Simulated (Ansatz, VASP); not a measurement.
# SnH (Sn wire along [110], 8 atoms a period, H-terminated): VASP beside Ansatz, part 2 of 2

Wanted: the spread between two codes on one cell, functional and k mesh. The cell is taken from a series of runs on this material, whose earlier steps may have relaxed, scaled, displaced or heated it; both programs get it as it stands.

VASP 6.6.1 and Ansatz 0.2.0.

So far: Set-up; VASP: single point, HSE06.

## (3) Ansatz: single point, HSE06

Level of this step: Ansatz beside VASP: Kohn-Sham DFT, plane waves, HSE06 (Ansatz).

Ansatz runs on its PAW soft_1 files.

The same cell, functional, mesh and smearing now go to Ansatz, which takes its cutoff from its data sets.

input.yaml reads:

```yaml
crystal:
  lattice:
    - [17.133, 0.0, 0.0]
    - [0.0, 14.36, 0.0]
    - [0.0, 0.0, 4.7034842419]
  atoms:
    - { symbol: Sn, position: [0.354814308, 0.5, 0.0] }
    - { symbol: H, position: [0.39444436, 0.758099864, 0.0] }
    - { symbol: Sn, position: [0.453292473, 0.659251116, 0.0] }
    - { symbol: Sn, position: [0.453292473, 0.340748884, 0.0] }
    - { symbol: Sn, position: [0.738440422, 0.5, 0.0] }
    - { symbol: H, position: [0.799091652, 0.59665399, 0.0] }
    - { symbol: H, position: [0.799091652, 0.40334601, 0.0] }
    - { symbol: H, position: [0.200908348, 0.59665399, 0.5] }
    - { symbol: H, position: [0.200908348, 0.40334601, 0.5] }
    - { symbol: Sn, position: [0.261559578, 0.5, 0.5] }
    - { symbol: Sn, position: [0.546707527, 0.659251116, 0.5] }
    - { symbol: Sn, position: [0.546707527, 0.340748884, 0.5] }
    - { symbol: H, position: [0.60555564, 0.758099864, 0.5] }
    - { symbol: H, position: [0.60555564, 0.241900136, 0.5] }
    - { symbol: Sn, position: [0.645185692, 0.5, 0.5] }
    - { symbol: H, position: [0.39444436, 0.241900136, 0.0] }
kpoints:
  mp_grid: { grid: [1, 1, 7] }
scf:
  occupations: { method: fermi_dirac, width: 0.05 }
hamiltonian:
  xc: hse06
  pseudopotentials: { kind: paw, azcp: { folder: soft_1 } }
```

Launch:

```sh
$ ansatz run input.yaml --threads 4 --pin off --max-ram 16384MiB --backend cpu --events-out ev --progress --plain --runs-dir out
```

Numbers of over 12 decimals in the logs are rounded to 6 here.

Output:

```text
Engine: ansatz 0.2.0, aarch64-unknown-linux-gnu
Pseudopotentials: kind: paw
Pseudopotential: Sn, paw, valence charge 14, recommended cutoff 420 eV (normal), soft_1/Sn.paw.azcp
Pseudopotential: H, paw, valence charge 1, recommended cutoff 420 eV (normal), soft_1/H.paw.azcp
Functional definition: HSE06
  parameter a = 0.25
  parameter omega = 0.11/bohr
  exchange = pbe_x - a*pbe_x_sr(omega) + a*exact_x_sr(omega)
  correlation = pbe_c
exact exchange (on PAW files that of the plane waves, all of it where the separable form is declined too) is computed from pair densities and not by density-matrix convolution, because memory is short: the convolution, which is usually faster, keeps the exchange operator as a matrix at each irreducible k-point or, where blocks serve (scf.exx.build), one block of their elements at a time (for builds on a GPU, the tabl [...]
Crystal: 16 atoms, lattice volume = 1157.198 Å³
Basis set: ecut = 420 eV, 22589 PW (Γ)
Bands: 76, of which v1, the nominal top of the filled ones, is band 60 counted from 1 (59 counted from 0)
Symmetry: 8 space group operations
Space group: Pmma (ITA 51), of the structure as read, at distance tolerance 1.0e-4 Å
k-points: 4 of 7
Non-local potential: Sn, projectors of the file, l = 0: 2, l = 1: 2, l = 2: 2, l = 3: 1
Non-local potential: H, projectors of the file, l = 0: 2, l = 1: 1
PAW form: soft (Blöchl's): semilocal exchange-correlation on the pseudo side does not see the compensation charge
PAW frozen core: Sn, regenerated for the run's functional, and the local potential with it (the file was generated under x = pbe(κ = 0.804, μ = 0.219515), c = pbe(β = 0.066725))
PAW one-centre angular grid: Sn, 590 points (default); XC on 64 Gauss nodes
PAW one-centre angular grid: H, 110 points (default); XC on 64 Gauss nodes
Initial density: superposition of atomic densities (neutral atoms: chi_scale 0, normalization atom)
Initial wavefunctions: pseudopotential atomic-orbital guess
Functional: x = pbe(κ = 0.804, μ = 0.219515), c = pbe(β = 0.066725), warm-up for x = pbe(κ = 0.804, μ = 0.219515) + 0.25 (exact − pbe) at short range (hse, ω = 0.207870 Å⁻¹), c = pbe(β = 0.066725); HSE06 as pw.x's `hse` composes it (authors' and Libxc's form: `xc: wpbeh`)
iter 1 solved again at ethr=6.57e-3 eV; its pass at ethr=1.00e-1 eV (dr2=7.89e0 eV) is discarded
SCF iter   1: F=—  HF=-48320.145551 eV  |F-HF|=—  |Δ(HF+E_count)|=         —  Δρ=2.57e-2  dr2=7.88e0  ethr=6.57e-3  ⟨swp⟩=8.2  Hψ=1600  notcnv=0
preconditioner: auto → none  [insulator: Δε(μ)=1.168 eV  Ē_g=8.083 eV  σ=0.050 eV  W_gap=1.00  n_scr=128 (ndim 8)  ℏωp=6.9 eV  f_vac=0.614  D(μ)=0.00/eV (n_scr^D=0)]
SCF iter   2: F=—  HF=-48318.225249 eV  |F-HF|=—  |Δ(HF+E_count)|=    1.92e0  Δρ=8.00e-3  dr2=1.68e0  ethr=6.57e-3  ⟨swp⟩=5.8  Hψ=782  notcnv=0
SCF iter   3: F=—  HF=-48318.129170 eV  |F-HF|=—  |Δ(HF+E_count)|=   9.61e-2  Δρ=5.18e-3  dr2=1.36e0  ethr=1.40e-3  ⟨swp⟩=9.0  Hψ=930  notcnv=0  defer=3
iter 4 solved again at ethr=2.39e-5 eV; its pass at ethr=1.13e-3 eV (dr2=2.87e-2 eV) is discarded
SCF iter   4: F=—  HF=-48317.852613 eV  |F-HF|=—  |Δ(HF+E_count)|=   2.77e-1  Δρ=1.41e-3  dr2=3.27e-2  ethr=2.39e-5  ⟨swp⟩=6.2  Hψ=1700  notcnv=0
SCF iter   5: F=—  HF=-48317.850980 eV  |F-HF|=—  |Δ(HF+E_count)|=   1.63e-3  Δρ=6.34e-4  dr2=4.85e-3  ethr=2.39e-5  ⟨swp⟩=6.2  Hψ=782  notcnv=0  defer=3
SCF iter   6: F=—  HF=-48317.851055 eV  |F-HF|=—  |Δ(HF+E_count)|=   7.57e-5  Δρ=2.79e-4  dr2=7.63e-4  ethr=4.04e-6  ⟨swp⟩=4.5  Hψ=610  notcnv=0  defer=1
SCF iter   7: F=-48317.851183 eV  HF=-48317.851180 eV  |F-HF|=3.05e-6  |Δ(HF+E_count)|=   1.25e-4  Δρ=7.40e-5  dr2=4.04e-5  ethr=6.36e-7  ⟨swp⟩=3.0  Hψ=616  notcnv=0
SCF 1 stopped early in 7 iterations: F = -48317.851183 eV  dr2 = 4.04e-5
  greatest PAW one-centre occupation: 0.990 electrons in one spin orbital (limit 2), on the Sn atom at site 9 (counted from 0), in its partial waves of l = 2
Initial density: handed on by an earlier stage of this run
Initial wavefunctions: those handed on with the density
Functional: x = pbe(κ = 0.804, μ = 0.219515) + 0.25 (exact − pbe) at short range (hse, ω = 0.207870 Å⁻¹), c = pbe(β = 0.066725); HSE06 as pw.x's `hse` composes it (authors' and Libxc's form: `xc: wpbeh`)
Exchange kernel: α = 0.2500, screened, ω = 0.2079 Å⁻¹, Wigner–Seitz truncation, v(0) = 1035.9471 eV·Å³, q-mesh 1×1×7, nearest image of the exchange supercell L = 14.36 Å, pair-density grid 75×60×24, without the augmentation charges, whose exchange is taken in its separable form by FFT convolution over the k-point mesh (sized by the pseudopotential files, 120×96×32 at the most)
Frozen-core exchange: fock
SCF iter   1: F=—  HF=-48351.312185 eV  |F-HF|=—  |Δ(HF+E_count)|=         —  Δρ=2.17e-3  dr2=2.79e-2  ethr=3.37e-7  ⟨swp⟩=18.8  Hψ=1913  notcnv=1
preconditioner: auto → none  [insulator: Δε(μ)=1.903 eV  Ē_g=8.815 eV  σ=0.050 eV  W_gap=1.00  n_scr=128 (ndim 8)  ℏωp=6.9 eV  f_vac=0.656  D(μ)=0.00/eV (n_scr^D=0)]
SCF iter   2: F=—  HF=-48351.304152 eV  |F-HF|=—  |Δ(HF+E_count)|=   8.03e-3  Δρ=6.86e-4  dr2=5.78e-3  ethr=3.37e-7  ⟨swp⟩=4.8  Hψ=1035  notcnv=0
SCF iter   3: F=—  HF=-48351.332712 eV  |F-HF|=—  |Δ(HF+E_count)|=   2.86e-2  Δρ=4.05e-4  dr2=1.10e-3  ethr=3.37e-7  ⟨swp⟩=5.8  Hψ=1180  notcnv=0  defer=3
SCF iter   4: F=—  HF=-48351.332498 eV  |F-HF|=—  |Δ(HF+E_count)|=   2.14e-4  Δρ=5.60e-5  dr2=1.18e-4  ethr=3.37e-7  ⟨swp⟩=4.0  Hψ=764  notcnv=0
SCF iter   5: F=-48351.332949 eV  HF=-48351.332965 eV  |F-HF|=1.67e-5  |Δ(HF+E_count)|=   4.67e-4  Δρ=4.83e-5  dr2=3.15e-5  ethr=5.22e-8  ⟨swp⟩=7.0  Hψ=834  notcnv=0  defer=3
SCF 2 stopped early in 5 iterations: F = -48351.332949 eV  dr2 = 3.15e-5
  greatest PAW one-centre occupation: 0.991 electrons in one spin orbital (limit 2), on the Sn atom at site 9 (counted from 0), in its partial waves of l = 2
hybrid outer 1: dexx = +3.248e-2 eV, tail = 1.80e-4 eV
Exchange kernel: α = 0.2500, screened, ω = 0.2079 Å⁻¹, Wigner–Seitz truncation, v(0) = 1035.9471 eV·Å³, q-mesh 1×1×7, nearest image of the exchange supercell L = 14.36 Å, pair-density grid 75×60×24, without the augmentation charges, whose exchange is taken in its separable form by FFT convolution over the k-point mesh (sized by the pseudopotential files, 120×96×32 at the most)
Frozen-core exchange: fock
SCF iter   1: F=—  HF=-48351.332146 eV  |F-HF|=—  |Δ(HF+E_count)|=         —  Δρ=2.14e-5  dr2=5.19e-6  ethr=7.48e-7  ⟨swp⟩=14.2  Hψ=819  notcnv=0
preconditioner: auto → none  [insulator: Δε(μ)=1.965 eV  Ē_g=8.825 eV  σ=0.050 eV  W_gap=1.00  n_scr=128 (ndim 8)  ℏωp=6.9 eV  f_vac=0.657  D(μ)=0.00/eV (n_scr^D=0)]
SCF iter   2: F=—  HF=-48351.332147 eV  |F-HF|=—  |Δ(HF+E_count)|=   1.24e-6  Δρ=7.40e-6  dr2=1.08e-6  ethr=4.04e-9  ⟨swp⟩=4.2  Hψ=863  notcnv=0
SCF iter   3: F=—  HF=-48351.332150 eV  |F-HF|=—  |Δ(HF+E_count)|=   2.35e-6  Δρ=3.73e-6  dr2=2.01e-7  ethr=5.63e-10  ⟨swp⟩=6.5  Hψ=953  notcnv=0  defer=3
iter 4 solved again at ethr=1.26e-11 eV; its pass at ethr=1.37e-10 eV (dr2=1.51e-8 eV) is discarded
SCF iter   4: F=-48351.332150 eV  HF=-48351.332150 eV  |F-HF|=1.85e-9  |Δ(HF+E_count)|=   2.91e-8  Δρ=1.16e-6  dr2=1.89e-8  ethr=1.26e-11  ⟨swp⟩=6.5  Hψ=1367  notcnv=0  defer=2
SCF 3 converged in 4 iterations: F = -48351.332150 eV  dr2 = 1.89e-8
hybrid outer 2: dexx = +2.518e-6 eV, tail = 9.79e-8 eV, Δε = 4.29e-3 eV (about 1.50e-4 eV left of the loop's levels)
hybrid SCF converged: 2 outer / 9 inner (+7 warm-up), last move |dexx| = 2.52e-6 eV, tail = 9.79e-8 eV
Stability not checked: this state was not tested for a lower state beside it, because the functional holds exact exchange (a hybrid, or Hartree-Fock), whose exchange loop this test does not read (fock_operator; see scf.lower_state_search)
Free energy (F): -48351.332149 eV
Frozen-core exchange: fock
Harris-Foulkes:  -48351.332149 eV  (|F-HF|=1.85e-9)
Internal energy: -48351.332149 eV  (E = F + TS)
E sigma→0 (E₀):  -48351.332149 eV
Fermi energy:    -1.311476 eV
--- Per-component energies (eV) ---
  E_band       = -2284.224026
  E_kinetic    = 1439.185819
  E_local      = -41521.361527  (includes V_loc(G=0)·N_el)
  E_nonlocal   = 1142.295149
  E_hartree    = 20106.520503
  E_xc         = -857.078864
  E_vxc        = -580.560172  (∫ρ·V_xc dr)
  E_exx        = -304.339770  (= α·E_x^exact, valence–valence)
  E_paw        = -34911.016619  (= ΣΔE_a)
  E_vpaw       = -2368.144609  (= ΣTr[D̂ρ^β])
  E_aug_tail   = -0.004600  (compensation charges beyond the density's cutoff)
  E_ewald      = 6552.396751
  E_core_change = 2.071009  (= ΣΔE_core)
  E_smearing   = -0.000000  (= −TS)
  E_closure    = -0.000000  (closes the sum)
  Σ components = -48351.332149   (vs F -48351.332149, Δ=0.00e0)
--- Band table (eV) ---
  k-point 0: bands = [... 56 lower, -3.3387, -3.0014, -2.8855, -2.2816, -0.3168]
  k-point 1: bands = [... 56 lower, -3.5521, -3.5374, -3.1745, -3.1473, 0.6043]
  k-point 2: bands = [... 56 lower, -3.7528, -3.6807, -3.6634, -3.4371, 0.8392]
  k-point 3: bands = [... 56 lower, -3.8303, -3.8073, -3.7853, -3.7480, 0.6812]
  guard bands above this table: 15 of the run's 76 bands. The solve was not asked for them (output.publish_guard_bands: true or output.eigenvalues: true publishes all)
```

Reading the cycles: dr2 is the Hartree energy of the density residual (eV), the measure of convergence; HF is the Harris–Foulkes estimate of the energy, which meets the free energy F at convergence.

## (4) Differences

Known differences besides the potentials themselves: exact exchange at q = 0 is treated differently, which shows on coarse meshes; VASP keeps PBE cores, Ansatz makes them for the functional; the cutoff is 420 eV in Ansatz and 400 eV in VASP; VASP takes a coarser grid for exact exchange (PRECFOCK = Fast). Total energies have different zeros and are not compared.

Compared:

| quantity | Ansatz | VASP | difference |
| --- | --- | --- | --- |
| gap on the k mesh (eV) | 1.965 | 1.968 | -0.003 |

A gap on the mesh is an upper bound, since the band edges may lie between its points.

## (5) Outcome

```json
{
  "difference in gap on the k mesh (single point, HSE06)": "-0.0030 eV"
}
```

**Reading.** The difference in gap on the k mesh is -0.0030 eV (single point, HSE06), within the 0.08 eV picked in this series as the mark of a large difference. Such differences can come from data sets, numerical settings and the points named under the comparisons, not from the functional's error against experiment.

[Lines on the potential files, build, host, timing and source positions are cut from VASP's logs without a mark.]

[Logs are printed without paths, hosts, clocks, repeated set-up lines and the standing remarks that a program may print on its own settings, such as how far it seeks lower states.]

[Hosts, paths, dates, database ids (printed as entryN), source tags and the programs' standing remarks are cut or masked in the printed files.]
